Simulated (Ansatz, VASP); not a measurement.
# TaO2 (1T-TaO2 bilayer, AA): VASP beside Ansatz, part 2 of 2

One calculation is typed for both programs; each brings its own data sets. How far apart do they land? The structure shown is the end of the Ansatz relaxation below.

VASP 6.6.1 and Ansatz 0.2.0.

So far: Set-up; Ansatz: relaxation, PBE with D3(BJ).

## (3) VASP: single point, PBE with D3(BJ)

Level of this step: PBE with D3(BJ), zero-moment start; plane waves and PAW (O, Ta_pv) (VASP).

The same cell, functional, mesh and smearing now go to VASP, with its own data sets.

Lines of VASP's logs that name or quote its potential files are left out, and so is its time.

Contents of INCAR:

```
SYSTEM = TaO2
PREC = Accurate
ENCUT = 520
EDIFF = 1E-06
NELM = 200
ISMEAR = -1
SIGMA = 0.05
LREAL = .FALSE.
ALGO = Normal
GGA = PE
IVDW = 12
NBANDS = 32
ISPIN = 2
MAGMOM = 0 0 0 0 0 0
LASPH = .TRUE.
LMAXMIX = 4
LORBIT = 11
LWAVE = .FALSE.
LCHARG = .FALSE.
ISIF = 2
LDIPOL = .TRUE.
IDIPOL = 3
DIPOL = 0.5 0.5 0.327
LVHAR = .TRUE.
GGA_COMPAT = .FALSE.
NELMDL = -8
KPAR = 2
```

Contents of POSCAR:

```
TaO2
1.0
    3.0312508884      0.0000000000      0.0000000000
   -1.5156254442      2.6251402746      0.0000000000
    0.0000000000      0.0000000000     39.4102786266
O Ta
4 2
Direct
    0.6666666667      0.3333333333      0.2379567461
    0.3333333333      0.6666666667      0.2949288935
    0.6666666667      0.3333333333      0.3598530622
    0.3333333333      0.6666666667      0.4168252096
    0.0000000000      0.0000000000      0.2664883081
    0.0000000000      0.0000000000      0.3882936476
```

Contents of KPOINTS:

```
Automatic mesh
0
Gamma
12 12 1
0 0 0
```

The projector-augmented-wave data sets are O and Ta_pv (PBE family, release 64).

Run with:

```sh
$ mpirun -np 2 vasp_std
```

Numbers of over 12 decimals in the logs are rounded to 6 here.

Log:

```text
[banner, memory and clock lines left out]
running    2 mpi-ranks, on    1 nodes
 distrk:  each k-point on    1 cores,    2 groups
 distr:  one band on    1 cores,    1 groups

 POSCAR found type information on POSCAR O Ta
 POSCAR found :  2 types and       6 ions
 LDA part: xc-table for (Slater+PW92), standard interpolation
 POSCAR, INCAR and KPOINTS ok, starting setup
 FFT: planning ... GRIDC
 FFT: planning ... GRID_SOFT
 FFT: planning ... GRID
 WAVECAR not read
 entering main loop
       N       E                     dE             d eps       ncg     rms          rms(c)
DAV:   1     0.423127179484E+03    0.42313E+03   -0.22395E+04  2848   0.116E+03
DAV:   2    -0.139854111395E+02   -0.43711E+03   -0.42362E+03  3336   0.300E+02
DAV:   3    -0.657216291110E+02   -0.51736E+02   -0.50911E+02  3000   0.105E+02
DAV:   4    -0.670392192928E+02   -0.13176E+01   -0.13038E+01  3240   0.182E+01
DAV:   5    -0.670616732468E+02   -0.22454E-01   -0.22427E-01  3152   0.225E+00
DAV:   6    -0.670623600431E+02   -0.68680E-03   -0.68667E-03  3304   0.351E-01
DAV:   7    -0.670623760535E+02   -0.16010E-04   -0.16010E-04  3160   0.544E-02
DAV:   8    -0.670623766893E+02   -0.63578E-06   -0.63597E-06  3112   0.101E-02    0.397E+01
DAV:   9    -0.577903444728E+02    0.92720E+01   -0.50665E+01  2832   0.437E+01    0.164E+01
DAV:  10    -0.574465952609E+02    0.34375E+00   -0.53019E+00  2808   0.138E+01    0.111E+01
DAV:  11    -0.572748069345E+02    0.17179E+00   -0.69526E-01  3104   0.666E+00    0.219E+00
DAV:  12    -0.572667570368E+02    0.80499E-02   -0.48822E-02  2880   0.164E+00    0.347E-01
DAV:  13    -0.572670731647E+02   -0.31613E-03   -0.56200E-03  3144   0.517E-01    0.202E-01
DAV:  14    -0.572669490106E+02    0.12415E-03   -0.92767E-04  2944   0.230E-01    0.485E-02
[...]
DAV:  20    -0.572671973711E+02   -0.34820E-04   -0.19729E-06  2456   0.572E-03    0.174E-03
DAV:  21    -0.572672224066E+02   -0.25035E-04   -0.57069E-07  2104   0.359E-03    0.945E-04
DAV:  22    -0.572672390675E+02   -0.16661E-04   -0.41515E-07  1984   0.248E-03    0.962E-04
DAV:  23    -0.572672548245E+02   -0.15757E-04   -0.57750E-07  2048   0.188E-03    0.573E-04
DAV:  24    -0.572672602145E+02   -0.53900E-05   -0.13872E-07  1976   0.126E-03    0.302E-04
DAV:  25    -0.572672623442E+02   -0.21297E-05   -0.62101E-08  1912   0.727E-04    0.136E-04
DAV:  26    -0.572672641061E+02   -0.17619E-05   -0.54069E-08  1904   0.633E-04    0.978E-05
DAV:  27    -0.572672648218E+02   -0.71569E-06   -0.26531E-08  1840   0.382E-04
   1 F= -.58329881E+02 E0= -.58310316E+02  d E =-.391297E-01  mag=    -0.0000
```

OUTCAR, selected parts (step 3):

```text
ion  position               nearest neighbor table
   1  0.667  0.333  0.238-   5 2.08   5 2.08   5 2.08
   2  0.333  0.667  0.295-   5 2.08   5 2.08   5 2.08
   3  0.667  0.333  0.360-   6 2.08   6 2.08   6 2.08
   4  0.333  0.667  0.417-   6 2.08   6 2.08   6 2.08
   5  0.000  0.000  0.266-   2 2.08   2 2.08   2 2.08   1 2.08   1 2.08   1 2.08
   6  0.000  0.000  0.388-   3 2.08   3 2.08   3 2.08   4 2.08   4 2.08   4 2.08

  LATTYP: Found a hexagonal cell.
 ALAT       =     3.0312508884
 C/A-ratio  =    13.0013252210

 Subroutine GETGRP returns: Found 12 space group operations
 (whereof  6 operations were pure point group operations)

The static configuration has the point symmetry C_3v.
 The point group associated with its full space group is D_3d.

 Found     19 irreducible k-points:

   k-points           NKPTS =     19   k-points in BZ     NKDIM =     19   number of bands    NBANDS=     32

   dimension x,y,z NGX =    24 NGY =   24 NGZ =  294
   dimension x,y,z NGXF=    48 NGYF=   48 NGZF=  588

   ENCUT  =  520.0 eV  38.22 Ry    6.18 a.u.   5.64  5.64 73.28*2*pi/ulx,y,z

   NELECT =      46.0000    total number of electrons

 k-points in reciprocal lattice and weights: Automatic mesh
   0.00000000  0.00000000  0.00000000       0.007
   0.08333333  0.00000000  0.00000000       0.042
   0.16666667  0.00000000  0.00000000       0.042
   0.25000000  0.00000000  0.00000000       0.042
   0.33333333  0.00000000  0.00000000       0.042
   0.41666667 -0.00000000  0.00000000       0.042
   0.50000000  0.00000000  0.00000000       0.021
   0.08333333  0.08333333  0.00000000       0.042
   0.16666667  0.08333333  0.00000000       0.083
[...]
0.33333333  0.25000000  0.00000000       0.083
   0.33333333  0.33333333  0.00000000       0.014

 dipolmoment           0.000000      0.000000     -0.000000 electrons x Angstroem

 average (electrostatic) potential at core
       1 -79.8538       2 -79.8770       3 -79.8770       4 -79.8538       5 -47.5841
       6 -47.5841

 E-fermi :  -2.7212

 spin component 1
 k-point     1 :       0.0000    0.0000    0.0000
  band No.  band energies     occupation
    ...
     18      -6.9055      1.00000
     19      -6.7970      1.00000
     20      -6.7970      1.00000
     21      -6.7593      1.00000
     22      -6.7593      1.00000
     23      -2.5809      0.05703
     24      -2.5809      0.05703
     25      -2.5618      0.03962
     26      -2.5618      0.03962
     27      -1.0892      0.00000
    ...

 k-point     2 :       0.0833    0.0000    0.0000
  band No.  band energies     occupation
    ...
     18      -7.1810      1.00000
     19      -7.1405      1.00000
     20      -6.9358      1.00000
     21      -6.8907      1.00000
     22      -6.7854      1.00000
     23      -2.6266      0.13119
     24      -2.5974      0.07765
     25      -2.3796      0.00108
     26      -2.3618      0.00076
     27      -1.0811      0.00000
    ...

 k-point     3 :       0.1667    0.0000    0.0000
  band No.  band energies     occupation
    ...
     20      -7.1752      1.00000
     21      -6.9906      1.00000
     22      -6.6379      1.00000
     23      -2.7883      0.79297
     24      -2.7355      0.57103
     25      -1.8811      0.00000
     26      -1.8669      0.00000
     27      -1.0372      0.00000
     28      -0.9605      0.00000
     29       0.9027      0.00000
    ...

 k-point     4 :       0.2500    0.0000    0.0000
  band No.  band energies     occupation
    ...
     20      -7.4034      1.00000
     21      -6.8195      1.00000
     22      -6.6506      1.00000
     23      -3.0078      0.99677
     24      -2.9540      0.99059
     25      -1.2632      0.00000
     26      -1.2491      0.00000
     27      -0.8918      0.00000
     28      -0.8311      0.00000
     29       1.1403      0.00000
    ...

 k-point     5 :       0.3333    0.0000    0.0000
  band No.  band energies     occupation
    ...
     20      -7.4403      1.00000
     21      -7.0678      1.00000
     22      -6.8354      1.00000
     23      -3.2189      0.99995
     24      -3.1861      0.99991
     25      -0.6466      0.00000
     26      -0.6334      0.00000
     27      -0.6325      0.00000
     28      -0.6014      0.00000
     29       1.6065      0.00000
    ...

 k-point     6 :       0.4167   -0.0000    0.0000
  band No.  band energies     occupation
    ...
     20      -7.3780      1.00000
     21      -7.3508      1.00000
     22      -7.0403      1.00000
     23      -3.3803      1.00000
     24      -3.3658      1.00000
     25      -0.3586      0.00000
     26      -0.3088      0.00000
     27      -0.1486      0.00000
     28      -0.1408      0.00000
     29       2.3287      0.00000
    ...

 Edisp (eV)   -1.06262

  Total       0.42898     0.42898     0.16422     0.00000    -0.00000     0.00000
  in kB       2.19160     2.19160     0.83900     0.00000    -0.00000     0.00000
  external pressure =        1.74 kB  Pullay stress =        0.00 kB

  energy-cutoff  :      520.00
  volume of cell :      313.61
      direct lattice vectors                 reciprocal lattice vectors
     3.031250888  0.000000000  0.000000000     0.329896811  0.190466012  0.000000000
    -1.515625444  2.625140275  0.000000000     0.000000000  0.380932025  0.000000000
     0.000000000  0.000000000 39.410278627     0.000000000  0.000000000  0.025374091

 POSITION                                       TOTAL-FORCE (eV/Angst)
 -----------------------------------------------------------------------------------
      1.51563      0.87505      9.37794         0.000000      0.000000     -0.057691
     -0.00000      1.75009     11.62323        -0.000000      0.000000      0.058237
      1.51563      0.87505     14.18191         0.000000     -0.000000     -0.058237
     -0.00000      1.75009     16.42720        -0.000000      0.000000      0.057691
      0.00000      0.00000     10.50238         0.000000      0.000000     -0.002671
      0.00000      0.00000     15.30276        -0.000000     -0.000000      0.002671
 -----------------------------------------------------------------------------------
    total drift:                               -0.000000     -0.000000     -0.000007

  FREE ENERGIE OF THE ION-ELECTRON SYSTEM (eV)
  ---------------------------------------------------
  free  energy   TOTEN  =       -58.3298807469 eV

  energy  without entropy=      -58.2907510548  energy(sigma->0) =      -58.31031590

 vacuum level on the upper side and lower side of the slab         2.407         2.407

 total charge
# of ion       s       p       d       tot
------------------------------------------
    1        1.574   3.456   0.000   5.030
    2        1.575   3.459   0.000   5.034
    3        1.575   3.459   0.000   5.034
    4        1.574   3.456   0.000   5.030
    5        0.312   6.273   2.247   8.833
    6        0.312   6.273   2.247   8.833
--------------------------------------------------
tot          6.922  26.377   4.494  37.793

 magnetization (x)
# of ion       s       p       d       tot
------------------------------------------
    1        0.000  -0.000   0.000  -0.000
    2       -0.000  -0.000   0.000  -0.000
    3       -0.000  -0.000   0.000  -0.000
    4        0.000  -0.000   0.000  -0.000
    5       -0.000  -0.000  -0.000  -0.000
    6       -0.000  -0.000  -0.000  -0.000
--------------------------------------------------
tot         -0.000  -0.000  -0.000  -0.000

[... 4 further parts left out ...]
```

## (4) Comparison

Known differences besides the potentials themselves: Ansatz cuts the interaction across the vacuum, VASP repeats the sheet with a dipole correction; the data sets hold 50 valence electrons in Ansatz (on its default PAW (the set named soft_2) files) and 46 in VASP; the cutoff is 420 eV in Ansatz and 520 eV in VASP. Total energies have different zeros and are not compared.

Forces (eV/Å; atoms numbered as in POSCAR):

```csv
atom,"Ansatz x, y, z","VASP x, y, z"
O1,"0.000, 0.000, 0.003","0.000, 0.000, -0.058"
O2,"0.000, 0.000, -0.002","0.000, 0.000, 0.058"
O3,"0.000, 0.000, 0.002","0.000, 0.000, -0.058"
O4,"0.000, 0.000, -0.003","0.000, 0.000, 0.058"
Ta5,"0.000, 0.000, 0.000","0.000, 0.000, -0.003"
Ta6,"0.000, 0.000, 0.000","0.000, 0.000, 0.003"
```

The forces differ by 28 meV/Å r.m.s., where the r.m.s. force is 0.001 eV/Å in Ansatz and 0.027 eV/Å in VASP: the atoms lie near their places of rest in Ansatz, so a percentage would say little (all taken over all components). With vacuum in the cell, a pressure given here is an average over mostly empty space and none of the material.

## (5) Outcome

```yaml
r_m_s_force_difference_single_point_pbe_with_d3_bj: 28 meV/Å
```

In words: The r.m.s. force difference is 28 meV/Å (single point, PBE with D3(BJ)), beyond the 12 meV/Å picked in this series as the mark of a large difference. The data sets hold unlike numbers of valence electrons (50 in Ansatz and 46 in VASP), so part of the differences comes from the potentials. What causes the difference of the single point, PBE with D3(BJ) pair stays open here. Such differences can come from data sets, numerical settings and the points named under the comparisons, not from the functional's error against experiment.

[Lines on the potential files, build, host, timing and source positions are cut from VASP's logs without a mark.]

[Logs are printed without paths, hosts, clocks, repeated set-up lines and the standing remarks that a program may print on its own settings, such as how far it seeks lower states.]

[Hosts, paths, dates, database ids (printed as entryN), source tags and the programs' standing remarks are cut or masked in the printed files.]
